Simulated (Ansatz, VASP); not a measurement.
# TaSb: VASP beside Ansatz, part 2 of 2

Aim: how closely do two programs agree when they are given the same cell, functional and k mesh? The cell is generated by rule, not measured, and may not be a known phase. The cell is taken from a series of runs on this material, whose earlier steps may have relaxed, scaled, displaced or heated it; both programs get it as it stands. Other levels of theory on this material are compared in a session of their own.

VASP 6.6.1 and Ansatz 0.2.0.

So far: The starting structure; VASP: zone-centre phonons, PBEsol.

The structure was built from a prototype and need not be the compound's stable phase.

## 3. Ansatz: zone-centre phonons, PBEsol

Level of this step: Ansatz beside VASP: Kohn-Sham DFT, plane waves, PBEsol (Ansatz).

Ansatz runs on its default PAW (the set named soft_2) files.

The same cell, functional, mesh and smearing now go to Ansatz, which takes its cutoff from its data sets.

input.yaml

```yaml
crystal:
  lattice:
    - [3.5421008014, 0.0, 0.0]
    - [-1.7710504007, 3.0675492768, 0.0]
    - [0.0, 0.0, 3.7738482582]
  atoms:
    - { symbol: Ta, position: [0.3333333333, 0.6666666667, 0.5] }
    - { symbol: Sb, position: [0.0, 0.0, 0.0] }
kpoints:
  mp_grid: { grid: [12, 12, 12] }
hamiltonian:
  xc: pbesol
scf:
  occupations: { method: methfessel_paxton, width: 0.15 }
output:
  eigenvalues: true
phonons:
  method: dfpt
  qmesh: [2, 2, 2]
  temperatures: { t_max: 1000, t_step: 50 }
  qpath:
    path:
      - [[0.0, 0.0, 0.0], [0.5, 0.0, 0.0], [0.33333333, 0.33333333, 0.0], [0.0, 0.0, 0.0], [0.0, 0.0, 0.5], [0.5, 0.0, 0.5], [0.33333333, 0.33333333, 0.5], [0.0, 0.0, 0.5]]
      - [[0.5, 0.0, 0.5], [0.5, 0.0, 0.0]]
      - [[0.33333333, 0.33333333, 0.5], [0.33333333, 0.33333333, 0.0]]
    npoints: 10
  response_accuracy: high
```

Launch:

```sh
ansatz run input.yaml --threads 8 --pin off --max-ram 14336MiB --backend cpu --events-out ev --progress --plain --runs-dir out
```

Numbers of over 12 decimals in the logs are rounded to 6 here.

Output:

```text
Warning: phonons: the dynamical matrix that this run interpolates holds no multipole term above the dipole-dipole one, and a site of this crystal is no centre of inversion, so its interpolated transverse optical and acoustic branches and sound speeds can stay off near Gamma, and the density of states and the thermodynamics with them. What a run solves at a wave vector of phonons.qpoints, Gamma apart, where the deck admits one, is free of this, and under fd what a larger phonons.supercell samples
Engine: ansatz 0.2.0, x86_64-unknown-linux-gnu
Pseudopotentials: kind: paw
Pseudopotential: Ta, paw, valence charge 13, recommended cutoff 420 eV (normal), Ta.paw.azcp
Pseudopotential: Sb, paw, valence charge 15, recommended cutoff 420 eV (normal), Sb.paw.azcp
Functional definition: PBEsol
  exchange = pbesol_x
  correlation = pbesol_c
Crystal: 2 atoms, lattice volume = 41.005 Å³
Basis set: ecut = 420 eV, 787 PW (Γ), exchange–correlation on 48×48×54 points (8 copies of the dense FFT grid, shifted against one another)
Bands: 18, of which v1, the nominal top of the filled ones, is band 14 counted from 1 (13 counted from 0)
Symmetry: 12 space group operations
k-points: 133 of 1728 (time reversal used)
Non-local potential: Ta, projectors of the file, l = 0: 3, l = 1: 2, l = 2: 2, l = 3: 1
Non-local potential: Sb, projectors of the file, l = 0: 2, l = 1: 2, l = 2: 2, l = 3: 2
PAW form: soft (Blöchl's): semilocal exchange-correlation on the pseudo side does not see the compensation charge
PAW frozen core: Ta, regenerated for the run's functional, and the local potential with it (the file was generated under x = pbe(κ = 0.804, μ = 0.219515), c = pbe(β = 0.066725))
PAW frozen core: Sb, regenerated for the run's functional, and the local potential with it (the file was generated under x = pbe(κ = 0.804, μ = 0.219515), c = pbe(β = 0.066725))
PAW one-centre angular grid: Ta, 590 points (default); XC on 64 Gauss nodes
PAW one-centre angular grid: Sb, 590 points (default); XC on 64 Gauss nodes
Initial density: superposition of atomic densities (neutral atoms: chi_scale 0, normalization atom), corrected by the library's trained network
Initial wavefunctions: pseudopotential atomic-orbital guess
Functional: x = pbesol(κ = 0.804, μ = 0.123457), c = pbesol(β = 0.046)
SCF iter   1: F=—  HF=-16214.579412 eV  |F-HF|=—  |Δ(HF+E_count)|=         —  Δρ=6.34e-3  dr2=1.50e-2  ethr=1.77e-3  ⟨swp⟩=5.4  Hψ=12514  notcnv=0
preconditioner: auto → none  [metal: Δε(μ)=0.047 eV  Ē_g=7.172 eV  σ=0.150 eV  W_gap=0.26  n_scr=8 (ndim 8)  ℏωp=18.3 eV  f_vac=0.000  D(μ)=0.31/eV (n_scr^D=0)  sad-step TF]
SCF iter   2: F=—  HF=-16214.578508 eV  |F-HF|=—  |Δ(HF+E_count)|=   9.05e-4  S|Δr|=    0.00e0  Δρ=4.00e-3  dr2=8.05e-3  ethr=5.34e-5  ⟨swp⟩=1.0  Hψ=3458  notcnv=0
SCF iter   3: F=—  HF=-16214.576944 eV  |F-HF|=—  |Δ(HF+E_count)|=   1.56e-3  S|Δr|=    0.00e0  Δρ=5.89e-4  dr2=1.28e-4  ethr=2.87e-5  ⟨swp⟩=2.0  Hψ=3031  notcnv=0
SCF iter   4: F=—  HF=-16214.576887 eV  |F-HF|=—  |Δ(HF+E_count)|=   5.69e-5  S|Δr|=    0.00e0  Δρ=1.76e-4  dr2=5.83e-6  ethr=4.58e-7  ⟨swp⟩=2.0  Hψ=3713  notcnv=0
SCF iter   5: F=—  HF=-16214.576890 eV  |F-HF|=—  |Δ(HF+E_count)|=   3.08e-6  S|Δr|=    0.00e0  Δρ=2.92e-5  dr2=2.31e-7  ethr=2.08e-8  ⟨swp⟩=2.0  Hψ=3037  notcnv=0
SCF iter   6: F=—  HF=-16214.576890 eV  |F-HF|=—  |Δ(HF+E_count)|=   4.73e-7  S|Δr|=    0.00e0  Δρ=3.70e-6  dr2=5.14e-9  ethr=8.25e-10  ⟨swp⟩=2.1  Hψ=3143  notcnv=0
SCF iter   7: F=—  HF=-16214.576890 eV  |F-HF|=—  |Δ(HF+E_count)|=  4.31e-10  S|Δr|=    0.00e0  Δρ=7.98e-7  dr2=7.50e-11  ethr=1.84e-11  ⟨swp⟩=2.0  Hψ=3061  notcnv=0
SCF iter   8: F=-16214.576890 eV  HF=-16214.576890 eV  |F-HF|=0.00e0  |Δ(HF+E_count)|=  3.27e-11  S|Δr|=    0.00e0  Δρ=8.32e-8  dr2=1.84e-12  ethr=1.00e-12  ⟨swp⟩=6.0  Hψ=10719  notcnv=0
SCF 1 converged in 8 iterations: F = -16214.576890 eV  dr2 = 1.84e-12
  greatest PAW one-centre occupation: 1.000 electrons in one spin orbital (limit 2), on the Ta atom at site 0 (counted from 0), in its partial waves of l = 0
Initial density: read from a saved state, or passed on in memory by an earlier SCF of this step, an earlier step, the calling program or the single point that the run made first
iter 1 solved again at ethr=2.90e-9 eV; its pass at ethr=3.10e-3 eV (dr2=8.13e-7 eV) is discarded
SCF iter   1: F=—  HF=-16214.576890 eV  |F-HF|=—  |Δ(HF+E_count)|=         —  Δρ=9.35e-8  dr2=1.64e-12  ethr=2.90e-9  ⟨swp⟩=4.0  Hψ=20756  notcnv=0
eigensolver tolerance schedule: the retry pair's looser diagonalisation over-reported the residual by 494216.05 of it (diagonalisation noise at 0.86 of the residual, at the tolerance the schedule requests for it); recorded, not acted on — ethr = c·dr2/N_el stays at c = 1.0e-1
preconditioner: auto → none  [metal: Δε(μ)=0.066 eV  Ē_g=7.136 eV  σ=0.150 eV  W_gap=0.36  n_scr=8 (ndim 8)  ℏωp=18.3 eV  f_vac=0.000  D(μ)=0.35/eV (n_scr^D=0)]
SCF iter   2: F=-16214.576890 eV  HF=-16214.576890 eV  |F-HF|=1.82e-12  |Δ(HF+E_count)|=   2.50e-9  S|Δr|=    0.00e0  Δρ=5.10e-8  dr2=1.12e-12  ethr=1.00e-12  ⟨swp⟩=5.8  Hψ=8932  notcnv=0
SCF 2 converged in 2 iterations: F = -16214.576890 eV  dr2 = 1.12e-12
phonons: the bands overlap, so this run is a metal and interpolates without the dipole-dipole term. If the crystal is really an insulator or semiconductor, its LO-TO splitting is missing
NSCF: frozen V_eff on 133 k-points
NSCF: frozen V_eff on 301 k-points
DFPT response loops at q = (0, 0, 0) (fractional): preconditioner auto → Kerker (q_TF=auto, 2.560 Å⁻¹) (partly filled bands, converged f_vac=0.000); β = 1.00, the filter's whole step (`scf.mixing.beta` (0.50) is not read by the response loops under this deck's `scf.mixing.preconditioner`; to damp them name `kerker` or `kerker_dos`, under which they read `scf.mixing.beta`, and type it under 1.00, their step now; both keys bind the ground state too); Broyden in place of MSR1
NSCF: frozen V_eff on 602 k-points
DFPT response loops at q = (0, 0, -0.5) (fractional): mixed as the last ones told, above
NSCF: frozen V_eff on 602 k-points
DFPT response loops at q = (0, -0.5, 0) (fractional): mixed as the last ones told, above
NSCF: frozen V_eff on 602 k-points
DFPT response loops at q = (0, -0.5, -0.5) (fractional): mixed as the last ones told, above
SCF converged after 8 iterations
Stability not checked: this state was not tested for a lower state beside it, because cold or Methfessel-Paxton smearing, or corrected tetrahedra, fill the levels in a way that the test cannot read (fill_not_monotonic; see scf.lower_state_search)
Free energy (F): -16214.576890 eV
Harris-Foulkes:  -16214.576890 eV  (|F-HF|=0.00e0)
Internal energy: -16214.577070 eV  (E = F + TS)
E sigma→0 (E₀):  -16214.576935 eV
Entropy (-TS):   0.000180 eV (0.090 meV/atom)
Fermi energy:    16.162536 eV
--- Per-component energies (eV) ---
  E_band       = -223.393620
  E_kinetic    = 577.109693
  E_local      = -1936.588803  (includes V_loc(G=0)·N_el)
  E_nonlocal   = 383.845100
  E_hartree    = 834.546676
  E_xc         = -355.713397
  E_vxc        = -302.220759  (∫ρ·V_xc dr)
  E_paw        = -12775.205801  (= ΣΔE_a)
  E_vpaw       = -614.632371  (= ΣTr[D̂ρ^β])
  E_aug_tail   = 0.000145  (compensation charges beyond the density's cutoff)
  E_ewald      = -2943.116188
  E_core_change = 0.545503  (= ΣΔE_core)
  E_smearing   = 0.000180  (= −TS)
  E_closure    = -0.000000  (closes the sum)
  Σ components = -16214.576890   (vs F -16214.576890, Δ=0.00e0)
--- Band table (eV; the first three rows and the last of 133) ---
  k-point 0: bands = [... 10 lower, 13.4318, 14.6182, 14.6182, 15.2021, 17.3157, 17.3157, 21.1764, 21.1764]
  k-point 1: bands = [... 10 lower, 13.0285, 14.6639, 14.6639, 15.3539, 17.1838, 17.1838, 21.2842, 21.2842]
  k-point 2: bands = [... 10 lower, 12.1054, 14.7943, 14.7943, 15.6876, 16.8723, 16.8723, 21.4279, 21.4279]
  k-point 132: bands = [... 10 lower, 11.0028, 11.7806, 13.1042, 15.3592, 17.5785, 18.3651, 20.0059, 20.7356]
--- Phonons (Γ-DFPT): 4 representative perturbations + reference (Σ response iterations 14) ---
  ASR residual: 3.381e-5 → 0.000e0 eV/Å²; symmetrization residual: 2.289e-7 eV/Å²
  ASR residual per site (eV/Å²): 2.39e-5 3.38e-5
  Γ frequencies (cm⁻¹): 0.00 0.00 0.00 193.82 193.82 211.18
--- Phonons (arbitrary-q DFPT): 4 irreducible q on the 2×2×2 mesh ---
  q = [0.0000, 0.0000, 0.0000] (star 1, of the zone-centre solve; hermiticity 3.84e-8, symmetrization 4.20e-12): -0.00 -0.00 -0.00 193.82 193.82 211.18
  q = [0.0000, 0.0000, -0.5000] (star 1, 4 solved perturbations in 868 linear systems a pass and spin channel, the states on 301 of 1728 k-point pairs; hermiticity 9.49e-14, symmetrization 3.98e-12): 132.87 132.87 141.19 141.19 157.55 196.11
  q = [0.0000, -0.5000, 0.0000] (star 3, 6 solved perturbations on 301 of 1728 k-point pairs; hermiticity 7.50e-5, symmetrization 1.03e-5): 61.40 130.65 143.77 185.38 192.49 197.15
  q = [0.0000, -0.5000, -0.5000] (star 3, 6 solved perturbations on 301 of 1728 k-point pairs; hermiticity 5.45e-5, symmetrization 1.53e-5): 65.23 95.21 138.59 159.82 215.10 219.97
  sum rule: each row above includes the acoustic sum rule's correction from the zone centre's row sums; it moved no ω² by more than (0.27 cm⁻¹)²
  mesh force constants: q→R imaginary residual 3.47e-17; ASR residual 3.381e-5 → 0.000e0 eV/Å²; symmetrization residual 1.599e-14 eV/Å²
  interpolated dispersion: 93 rows × 6 modes
  density of states and harmonic sums: on the 20×20×16 q-mesh, interpolated from the force constants of a 2×2×2 supercell (no non-analytic term)
  largest difference from the sums on the solved wave vectors: F 7.81e-2 eV, S 1.10e-4 and C_V 3.23e-5 eV/K
  zero-point energy: 0.054809 eV/cell   skipped modes (ω ≤ 0): 3   left out of the sums: 7.81e-5 of the cell's modes: C_V's classical limit lies that fraction below 3 k_B per atom; for a crystal, a wire or a layer, F and S can be off by more, and a phonons.interpolated_qmesh denser along its periods is the remedy for the sampling
```

In the SCF lines HF is the Harris–Foulkes energy and dr2 the Hartree energy of the density residual, in eV; the loop may stop once dr2 is under the threshold and the program's other checks hold. Hψ counts applications of the Hamiltonian.

## 4. Comparison

Known differences besides the potentials themselves: VASP's run holds the zone centre alone; the data sets hold 28 valence electrons in Ansatz (on its default PAW (the set named soft_2) files) and 16 in VASP; the cutoff is 420 eV in Ansatz and 500 eV in VASP; Ansatz makes its cores anew for this functional, VASP keeps those of its PBE data sets. Total energies have different zeros and are not compared.

Both answers:

```
                  quantity  Ansatz   VASP  difference
optical mode 1 to 2 (cm⁻¹)   193.8  193.8     +0.03 %
     optical mode 3 (cm⁻¹)   211.2  212.7     -0.70 %
```

Modes are paired by rising frequency, not by their patterns, so a pair may set unlike modes beside each other; they are those without the splitting of longitudinal modes.

## 5. Summary of results

| Quantity | Value |
| --- | --- |
| r.m.s. difference of the optical zone-centre modes, each program's sorted by frequency (zone-centre phonons, PBEsol) | 0.87 cm⁻¹ |
| difference in optical mode 3 (zone-centre phonons, PBEsol) | -0.7 % |

The r.m.s. difference of the optical zone-centre modes, each program's sorted by frequency is 0.87 cm⁻¹ (zone-centre phonons, PBEsol). The data sets hold unlike numbers of valence electrons (28 in Ansatz and 16 in VASP), so part of the differences may come from the potentials. Among the rows given in per cent, the largest difference of the zone-centre phonons, PBEsol pair is in optical mode 3, -0.7 %. 3 further pairs of this series are not shown here. Such differences can come from data sets, numerical settings and the points named under the comparisons, not from the functional's error against experiment.

[Lines on the potential files, build, host, timing and source positions are cut from VASP's logs without a mark.]

[Logs are printed without paths, hosts, clocks, repeated set-up lines and the standing remarks that a program may print on its own settings, such as how far it seeks lower states.]

[Hosts, paths, dates, database ids (printed as entryN), source tags and the programs' standing remarks are cut or masked in the printed files.]
